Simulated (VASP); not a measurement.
Consider the following.

```yaml
crystal:
  lattice:
    - [0.00000, 2.74849, 2.74849]
    - [2.74849, 0.00000, 2.74849]
    - [2.74849, 2.74849, 0.00000]
  atoms:
    - { symbol: Zn, position: [0.00000, 0.00000, 0.00000] }
    - { symbol: S, position: [0.25000, 0.25000, 0.25000] }
```

Method: MS2 meta-GGA, VASP's PBE PAW potentials (set 64) (plane waves; VASP 6.6.1). Run with 520 eV cut-off, 9×9×9 Γ-centred mesh, Gaussian smearing of 0.050 eV, potentials Zn S.

Estimate the energy per atom (σ→0), pressure, band gap (on the k-mesh) with the smallest direct gap where there is one.

```
Quantity                                             Result
-----------------------------------  ----------------------
band gap (on the k-mesh)                            2.27 eV
smallest direct gap (on the k-mesh)                 2.27 eV
energy per atom (σ→0)                -626.9 kJ/mol of atoms
pressure                                          -3.98 GPa
```

Only differences to runs with the same potentials and settings are physical.

The compound is ZnS in the zinc blende structure. This cell is one point of a volume scan, at 1.06 of the reference volume.
